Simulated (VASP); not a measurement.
Input:

```
CELL_PARAMETERS angstrom
      0.00000     3.10577     3.06791
      3.16760     0.00000     3.06791
      3.16760     3.10577     0.00000
ATOMIC_POSITIONS crystal
  Ba 0.00000 0.00000 0.00000
  F  0.25000 0.25000 0.25000
  F  0.74350 0.75650 0.75650
```

The numbers are results of PBE GGA with D3 dispersion (zero damping), VASP's PBE PAW potentials (set 64) (plane waves; VASP), not measurements. Settings: 520 eV cut-off, 6×6×6 Γ-centred mesh, Gaussian smearing of 0.050 eV, potentials Ba_sv F.

Problem. Give the force on each atom (eV/Å).

Solution. 
| atom | Fx | Fy | Fz |
|---|---|---|---|
| Ba1 | 0.075 | 0.000 | 0.000 |
| F2 | 0.044 | 0.000 | 0.000 |
| F3 | -0.119 | 0.000 | 0.000 |

Problem. Give the stress tensor in GPa (positive for a compressed cell).

Solution. 
```
-0.18   0.00   0.00
 0.00   0.79   0.32
 0.00   0.32   1.37
```
The pressure is its mean diagonal, 0.66 GPa.

The compound is BaF2 in the fluorite structure. The cell was not relaxed at this level, atoms are displaced from their ideal sites. The run is one of a series of settings (IVDW = 11 against the base run), some of them coarse on purpose.
